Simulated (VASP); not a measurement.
Computed with LDA (Ceperley-Alder, Perdew-Zunger), VASP's LDA PAW potentials (set 64) (plane waves; VASP 6.6.1).

Input for VASP

**POSCAR**
```
CoGa
1
    2.7136072247    -0.0000000000    -0.0000000000
    0.0000000000     2.7136072247     0.0000000000
   -0.0000000000     0.0000000000     2.7136072247
Ga Co
1 1
Direct
  0.5000000000   0.5000000000   0.5000000000
  0.0000000000   0.0000000000   0.0000000000
```

KPOINTS:
```
Automatic mesh
0
Gamma
13 13 13
0 0 0
```

**INCAR**
```
PSTRESS = 450   ! kbar
SYSTEM = CoGa
NSW = 40   ! most ionic steps
LWAVE = .FALSE.
LMAXMIX = 4   ! l cut-off of mixed one-centre charges
EDIFFG = -0.02   ! ionic stop
PREC = Accurate
ALGO = Normal
ENCUT = 500   ! plane-wave cut-off (eV)
ISIF = 3
LASPH = .TRUE.   ! aspherical one-centre terms
LREAL = .FALSE.   ! projection in real space or not
LCHARG = .FALSE.
SIGMA = 0.1
ISMEAR = 1
NELM = 100   ! most electronic steps
EDIFF = 1E-6   ! SCF stop (eV)
IBRION = 2
```

POTCAR, in this order: Ga_d Co (LDA.64 set). Program: vasp_std.

Task: What will the output report for the number of irreducible k-points (NKPTS), largest plane-wave count, number of space-group operations, FFT grid (NGX, NGY, NGZ)?

Result: 
```
Item                                          Result
--------------------------------------  ------------
number of irreducible k-points (NKPTS)            84
largest plane-wave count                         518
number of space-group operations                  48
FFT grid (NGX, NGY, NGZ)                20 × 20 × 20
```

The compound is CoGa in the CsCl type structure. This run relaxes it under an external pressure of 45 GPa. Symmetry was kept, so distortions that lower it aren't found. The run is not spin-polarised, so no magnetic state was tried.
